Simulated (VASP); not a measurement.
A convergence study with VASP on BeSe (zinc blende): a few settings are varied, all else stays as given below, so the limit is that of these other settings. The cell's lengths are 1 % over those of the tabulated start and one atom is moved, so it is off equilibrium.

```yaml
crystal:
  lattice:
    - [0.00000, 2.59570, 2.59570]
    - [2.59570, 0.00000, 2.59570]
    - [2.59570, 2.59570, 0.00000]
  atoms:
    - { symbol: Be, position: [0.00000, 0.00000, 0.00000] }
    - { symbol: Se, position: [0.23833, 0.26167, 0.26167] }
```

These are PBE GGA, VASP's PBE PAW potentials (set 64) (plane waves; VASP 6.6.1) values and carry that method's errors. The last row used: 900 eV cut-off, 8×8×8 Γ-centred mesh, Gaussian smearing of 0.050 eV, potentials Be Se_GW.

Gaps are read on the run's mesh, which can miss a band edge. Energies of different potentials or hybrids have different zeros.

```tsv
setting	E (eV/atom)	pressure (GPa)	gap on the mesh (eV)	plane waves
ENCUT = 300, POTCAR Be Se	-4.4221	-0.27	2.491	428
ENCUT = 400, POTCAR Be Se	-4.4226	-0.30	2.491	652
ENCUT = 520, POTCAR Be Se	-4.4230	-0.28	2.491	960
ENCUT = 700, POTCAR Be Se	-4.4231	-0.28	2.491	1480
ENCUT = 900, POTCAR Be Se	-4.4232	-0.28	2.491	2180
ENCUT = 300, POTCAR Be_sv Se	?	?	2.490	428
ENCUT = 400, POTCAR Be_sv Se	-4.4208	-0.25	2.489	652
ENCUT = 520, POTCAR Be_sv Se	?	-0.29	2.490	960
ENCUT = 700, POTCAR Be_sv Se	-4.4225	-0.24	2.490	1480
ENCUT = 900, POTCAR Be_sv Se	-4.4226	-0.23	2.490	2180
ENCUT = 300, POTCAR Be Se_GW	-4.4237	-0.29	2.489	428
ENCUT = 400, POTCAR Be Se_GW	-4.4240	-0.33	2.489	652
ENCUT = 520, POTCAR Be Se_GW	-4.4244	-0.30	2.489	960
ENCUT = 700, POTCAR Be Se_GW	-4.4245	-0.31	2.489	1480
ENCUT = 900, POTCAR Be Se_GW	-4.4246	-0.30	2.489	2180
```

Task: Complete the blanks.

Result: 
- ENCUT = 520, POTCAR Be_sv Se, E (eV/atom): -4.4213
- ENCUT = 300, POTCAR Be_sv Se, E (eV/atom): -4.4169
- ENCUT = 300, POTCAR Be_sv Se, pressure (GPa): -1.40

Left out are rungs that failed or repeat a setting and relaxations that didn't move; long series are thinned to 24 rows.

The compound is BeSe in the zinc blende structure. The cell was not relaxed at this level, it is distorted from the ideal structure.
